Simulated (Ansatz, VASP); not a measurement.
YAl2N3: VASP beside Ansatz

```xyz
6
Lattice="3.5598 0.0000 0.0000 -1.7799 3.0828 0.0000 0.0000 0.0000 8.9295" Properties=species:S:1:pos:R:3 pbc="T T T"
Y     0.0000    0.0000    0.0000
Al    0.0000    2.0552    4.7438
Al    1.7799    1.0276    4.1857
N     1.7799    0.0000    0.0000
N    -0.8899    1.5414    0.0000
N     0.8899    1.5414    0.0000
```

Alike in both runs: task single point; functional PBE; k mesh 6 × 6 × 2; occupations gaussian, width 0.1 eV; no spin polarisation.

```csv
,VASP,Ansatz
version,VASP 6.6.1,Ansatz 0.2.0
potentials or method,"VASP PAW PBE potentials, release 64 (Y_sv, Al, N)","scalar-relativistic, plane waves, PAW"
plane-wave cutoff (eV),520,420
valence electrons in the cell,32,32
```

Ansatz gave:

| Item | Value |
| --- | --- |
| gap on the k mesh at the Fermi level (eV) | none |
| rms of the force components (eV/Å) | 1.275 |

Estimate VASP's values.

gap on the k mesh at the Fermi level (eV): none; rms of the force components (eV/Å): 1.277.

Atom by atom the forces differ by 0.001 eV/Å (rms over components). A gap of «none» marks a metal or a gap that the smearing closes.

Caveats: forces of over 1 eV/Å show positions far from the minimum, so gaps and moduli don't describe the material at rest.
